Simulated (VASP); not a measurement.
## Mg$_{3}$CdO$_{4}$ (space group Pm-3m): computed properties

All values below come from r2SCAN meta-GGA, VASP's PBE PAW potentials (set 64) (plane waves; VASP).

For Mg₃CdO₄, the space group comes out as Pm-3m (221) and the cell is a = 4.395 Å, b = 4.395 Å, c = 4.395 Å, α = 90.00°, β = 90.00°, γ = 90.00°. The volume per atom is 10.62 Å³/atom, the band gap (over mesh and band path) is 1.82 eV and the smallest direct gap (over mesh and band path) is 3.86 eV. The band-edge character is indirect, R to Γ. The density is 4.88 g/cm³ and the mean ε∞ (independent particles) is 3.44.

```cif
data_CdMg3O4
_chemical_formula_sum 'Mg3 Cd1 O4'
_space_group_name_H-M_alt 'Pm-3m'
_space_group_IT_number 221
_space_group_name_Hall '-P 4 2 3'
_cell_length_a 4.39549
_cell_length_b 4.39549
_cell_length_c 4.39549
_cell_angle_alpha 90.000
_cell_angle_beta 90.000
_cell_angle_gamma 90.000
loop_
_atom_site_label
_atom_site_type_symbol
_atom_site_symmetry_multiplicity
_atom_site_Wyckoff_symbol
_atom_site_fract_x
_atom_site_fract_y
_atom_site_fract_z
_atom_site_occupancy
Mg1 Mg 3 c 0.00000 0.50000 0.50000 1
Cd1 Cd 1 a 0.00000 0.00000 0.00000 1
O1 O 3 d 0.00000 0.00000 0.50000 1
O2 O 1 b 0.50000 0.50000 0.50000 1
```

The structure comes from a computed database's Mg3CdO4 entry (Pm-3m); how it stands against other phases isn't given here. It was relaxed first. Symmetry was kept, so distortions that lower it aren't found.
